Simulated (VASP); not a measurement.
Here is the system:

```yaml
crystal:
  lattice:
    - [0.00000, 1.80047, 1.80047]
    - [1.80047, 0.00000, 1.80047]
    - [1.80047, 1.80047, 0.00000]
  atoms:
    - { symbol: Cu, position: [0.00000, 0.00000, 0.00000] }
```

Computed with optB86b-vdW, VASP's PBE PAW potentials (set 64) (plane waves; VASP). Run with 520 eV cut-off, Gaussian smearing of 0.050 eV, potentials Cu.

### Question
Give the energies of bands 1 to 7 at the high-symmetry points, in eV from the Fermi level.

### Answer

```tsv
band	Γ	X	U	L	W
1	-9.46	-5.00	-4.42	-5.20	-4.25
2	-3.13	-4.54	-4.17	-3.16	-3.64
3	-3.13	-1.73	-2.86	-3.16	-3.64
4	-3.13	-1.57	-2.16	-1.71	-2.34
5	-2.29	-1.57	-1.77	-1.71	-1.57
6	-2.29	1.47	4.33	-1.03	6.22
7	22.78	7.14	5.75	3.74	6.22
```

It has no gap at this level: it comes out as a metal or semimetal.

The compound is Cu in the fcc structure. It was relaxed first.
